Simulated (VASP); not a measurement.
An input for Ansatz (written as the equivalent of a VASP run, and not itself run):

Ansatz 0.2 input:
```yaml
crystal:
  lattice:
    - [3.9160866, 0.0000000, 0.0000000]
    - [0.0000000, 3.9160866, 0.0000000]
    - [0.0000000, 0.0000000, 3.9160866]
  atoms:
    - { symbol: Mo, position: [0.0000000, 0.5000000, 0.5000000] }
    - { symbol: Mo, position: [0.5000000, 0.0000000, 0.5000000] }
    - { symbol: Mo, position: [0.5000000, 0.5000000, 0.0000000] }
    - { symbol: Pd, position: [0.0000000, 0.0000000, 0.0000000] }
kpoints:
  mp_grid: { grid: [7, 7, 7] }
hamiltonian:
  xc: pbesol
  pseudopotentials: { kind: paw }
scf:
  occupations: { method: methfessel_paxton, width: 0.1 }
  max_iter: 100
relax:
  max_steps: 60
  f_tol: 0.02
  cell: {}
output: { forces: true, stress: true, eigenvalues: true }
```

Question: Translate this input to VASP (INCAR, KPOINTS, POSCAR, choice of POTCAR).

Answer: One answer among several that fit: 
INCAR:
```
# general
SYSTEM  = Mo3Pd
PREC    = Accurate
ENCUT   = 400
LREAL   = .FALSE.
LASPH   = .TRUE.

# electronic loop
EDIFF   = 1E-6
NELM    = 100
ALGO    = Normal
LMAXMIX = 4

# smearing
ISMEAR  = 1
SIGMA   = 0.1

# functional
GGA     = PS

# ions
IBRION  = 2
NSW     = 60
ISIF    = 3
EDIFFG  = -0.02

# output
LWAVE   = .FALSE.
LCHARG  = .FALSE.
```

### KPOINTS
```
Automatic mesh
0
Gamma
7 7 7
0 0 0
```

File POSCAR:
```
Mo3Pd
1
    3.9160866421    -0.0000000000    -0.0000000000
   -0.0000000000     3.9160866421    -0.0000000000
   -0.0000000000     0.0000000000     3.9160866421
Mo Pd
3 1
Direct
  0.0000000000   0.5000000000   0.5000000000
  0.5000000000   0.0000000000   0.5000000000
  0.5000000000   0.5000000000   0.0000000000
  0.0000000000   0.0000000000   0.0000000000
```

POTCAR, in this order: Mo_sv Pd (PBE.64 set). Program: vasp_std.

What does not carry over: each code has its own PAW files, so the cut-off isn't converted (ENCUT is set for VASP's; basis.ecutwfc is left out, and Ansatz then takes the one that its files recommend); Ansatz stops its SCF on the density residual and VASP on the energy change (EDIFF).

The structure comes from a computed database's Mo3Pd entry (Pm-3m); how it stands against other phases isn't given here. This run relaxes it. Symmetry was kept, so distortions that lower it aren't found. The start is the result of an earlier pass.
